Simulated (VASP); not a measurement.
A VASP calculation is set up with these files.

### INCAR
```
SYSTEM = TaC
PREC = Accurate; ENCUT = 520; LREAL = F
LASPH = T
EDIFF = 1E-7; NELM = 100; ALGO = Normal
LMAXMIX = 6
ISMEAR = -5
GGA = PS
ISIF = 2
LWAVE = F; LCHARG = T; LORBIT = 11
NEDOS = 601
LEFG = T
```

**POSCAR**
```
TaC
1
    3.1042515355     0.0000001301     0.0000000000
   -1.5521260345     2.6883605210    -0.0000000000
    0.0000000000     0.0000000000     5.5332473510
Ta C
2 2
Direct
  1.0000000000   0.0000000000   1.0000000000
  1.0000000000   0.0000000000   0.5000000000
  0.3333330000   0.6666670000   0.2500000000
  0.6666670000   0.3333330000   0.7500000000
```

### KPOINTS
```
Automatic mesh
0
G
 13 13 6
0 0 0
```

POTCAR, in this order: Ta_pv C (PBE.64 set). Program: vasp_std.

Question: Translate this PBEsol calculation to Quantum ESPRESSO's pw.x.

Answer: One equivalent input (not run):
```
&CONTROL
  calculation = 'scf'
  pseudo_dir = './pseudo'
  outdir = './out'
  tprnfor = .true.
  tstress = .true.
/
&SYSTEM
  ibrav = 0
  nat = 4
  ntyp = 2
  ecutwfc = 82
  occupations = 'tetrahedra'
  input_dft = 'pbesol'
/
&ELECTRONS
  conv_thr = 7.3e-09
  electron_maxstep = 100
/
ATOMIC_SPECIES
  Ta 180.948 Ta.upf
  C 12.011 C.upf
CELL_PARAMETERS angstrom
     3.1042515    0.0000001    0.0000000
    -1.5521260    2.6883605   -0.0000000
     0.0000000    0.0000000    5.5332474
ATOMIC_POSITIONS crystal
  Ta   1.0000000  0.0000000  1.0000000
  Ta   1.0000000  0.0000000  0.5000000
  C    0.3333330  0.6666670  0.2500000
  C    0.6666670  0.3333330  0.7500000
K_POINTS automatic
  13 13 6 0 0 0
```
Limits of the translation: the potentials are each code's own (VASP's PAW set, PseudoDojo norm-conserving files in pw.x), so ENCUT and ecutwfc are chosen apart and not converted; conv_thr bounds pw.x's estimated SCF error, while EDIFF bounds the energy change between steps; the field gradients of LEFG aren't asked of the other code.

The structure was generated: TaC was put into the NiAs type (P6_3/mmc), which need not be its known phase. It was relaxed first, which changed the volume by -44 %.
